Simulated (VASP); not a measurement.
OSZICAR of a VASP run on KMgF₃ (cubic perovskite):

OSZICAR:
```
       N       E                     dE             d eps       ncg     rms          rms(c)
DAV:   1     0.239892757682E+03    0.23989E+03   -0.17576E+04   800   0.155E+03
DAV:   2    -0.158383046819E+02   -0.25573E+03   -0.24527E+03  1052   0.381E+02
DAV:   3    -0.267717095863E+02   -0.10933E+02   -0.10901E+02   948   0.786E+01
DAV:   4    -0.271345660896E+02   -0.36286E+00   -0.36220E+00  1400   0.118E+01
DAV:   5    -0.271362159689E+02   -0.16499E-02   -0.16498E-02   936   0.853E-01    0.814E+00
DAV:   6    -0.252974108163E+02    0.18388E+01   -0.77894E+00   896   0.209E+01    0.385E+00
DAV:   7    -0.252719345315E+02    0.25476E-01   -0.22016E-01  1076   0.324E+00    0.244E+00
DAV:   8    -0.252628111676E+02    0.91234E-02   -0.63226E-02   924   0.278E+00    0.268E-01
DAV:   9    -0.252627031928E+02    0.10797E-03   -0.13779E-02  1080   0.851E-01    0.125E-01
DAV:  10    -0.252628360110E+02   -0.13282E-03   -0.10407E-03  1036   0.257E-01    0.789E-02
DAV:  11    -0.252628888275E+02   -0.52816E-04   -0.31312E-04   956   0.135E-01    0.355E-02
DAV:  12    -0.252628677504E+02    0.21077E-04   -0.12573E-04   928   0.786E-02    0.352E-03
DAV:  13    -0.252628679014E+02   -0.15102E-06   -0.15076E-06   976   0.101E-02    0.268E-03
DAV:  14    -0.252628675578E+02    0.34359E-06   -0.30507E-07   896   0.433E-03    0.166E-03
DAV:  15    -0.252628676194E+02   -0.61636E-07   -0.25518E-08   620   0.133E-03
   1 F= -.25262868E+02 E0= -.25262868E+02  d E =0.000000E+00
```

Question: Which electronic solver shows in the log?

Answer: It is blocked Davidson (ALGO = Normal, or the opening steps of other solvers). The INCAR had ALGO = Normal.

Question: Can the final energy be trusted as converged?

Answer: Self-consistency was reached. It stopped with EDIFF = 1E-7, NELM = 100 (PBEsol GGA, plane waves, VASP's PBE PAW potentials (set 64)).

The compound is KMgF3 in the cubic perovskite structure. It was relaxed first.
